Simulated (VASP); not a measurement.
Crystal: Pt.

```
CELL_PARAMETERS angstrom
0.00000 1.96090 1.96090
1.96090 0.00000 1.96090
1.96090 1.96090 0.00000
ATOMIC_POSITIONS crystal
Pt 0.00000 0.00000 0.00000
```

```yaml
Program: VASP 6.6.1
Task: relaxation of cell and atoms
Functional: RPBE
Potentials_or_basis: VASP PAW PBE potentials, release 64 (Pt)
Cutoff: 600 eV
k_mesh: 16 × 16 × 16
Occupations: methfessel-paxton, width 0.1 eV
Spin: no spin polarisation
```

At the start: pressure 13.7 GPa; volume 15.08 Å³/atom.

Task: Where does the relaxation end?

Result: Over 4 steps the energy falls by 31.8 meV/atom and the volume is 15.87 Å³/atom (+5.3 %); space group Fm-3m (No. 225, to 0.05 Å).

Step by step:
```tsv
step	energy change (eV)	largest force (eV/Å)	pressure (GPa)	volume (Å³)
1	0.0000	0.0000	13.67	15.08
2	0.1334	0.0000	-20.86	18.07
3	-0.0317	0.0000	-0.61	15.91
4	-0.0318	0.0000	-0.07	15.87
```

Final structure:
```xyz
1
Lattice="0.0000 1.9947 1.9947 1.9947 0.0000 1.9947 1.9947 1.9947 0.0000" Properties=species:S:1:pos:R:3 pbc="T T T"
Pt    0.0000    0.0000    0.0000
```

Caveat: the PAW data sets were made with another functional, which shifts forces and pressure a little.
